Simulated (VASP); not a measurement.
Here is the system:

```yaml
crystal:
  lattice:
    - [0.00000, 2.18692, 2.18692]
    - [2.18692, 0.00000, 2.18692]
    - [2.18692, 2.18692, 0.00000]
  atoms:
    - { symbol: Si, position: [0.00000, 0.00000, 0.00000] }
    - { symbol: C, position: [0.25000, 0.25000, 0.25000] }
```

These are optB86b-vdW, VASP's PBE PAW potentials (set 64) (plane waves; VASP) values and carry that method's errors. Settings: 520 eV cut-off, 12×12×12 Γ-centred mesh, tetrahedra with Blöchl corrections, potentials Si C.

Question: Tabulate the total density of states (states/eV per cell) against energy (eV; zero at the valence-band maximum or, without a gap, the Fermi level).

Answer: 
```
E (eV) | DOS (states/eV)
    -9.97 |  0.00
    -9.61 |  0.00
    -9.25 |  0.00
    -8.89 |  0.00
    -8.41 |  0.01
    -8.05 | ##### 0.21
    -7.69 | ########## 0.37
    -7.33 | ###################### 0.82
    -6.97 | ############################## 1.12
    -6.61 | ############## 0.51
    -6.13 | ########## 0.37
    -5.77 | ######## 0.30
    -5.41 | ######### 0.35
    -5.05 | #################### 0.76
    -4.69 | ################### 0.73
    -4.33 | ################## 0.69
    -3.97 | ################### 0.74
    -3.49 | ######################## 0.90
    -3.13 | ############################## 1.14
    -2.77 | ############################## 1.13
    -2.41 | ############################ 1.08
    -2.05 | ############################# 1.11
    -1.69 | ############################ 1.05
    -1.21 | ############################ 1.06
    -0.85 | ################# 0.65
    -0.49 | ############ 0.46
    -0.13 | #### 0.17
     0.23 |  0.00
     0.59 |  0.00
     0.95 |  0.00
     1.43 |  0.00
     1.79 | # 0.05
     2.15 | ## 0.09
     2.51 | #### 0.14
     2.87 | ##### 0.19
     3.23 | ###### 0.24
     3.71 | ######### 0.33
     4.07 | ########## 0.40
     4.43 | ############# 0.51
     4.79 | #################### 0.78
```
Within 2 eV below the valence-band maximum the largest weight inside VASP's projection spheres is C p, then Si p.

The compound is SiC in the zinc blende structure. It was relaxed first.
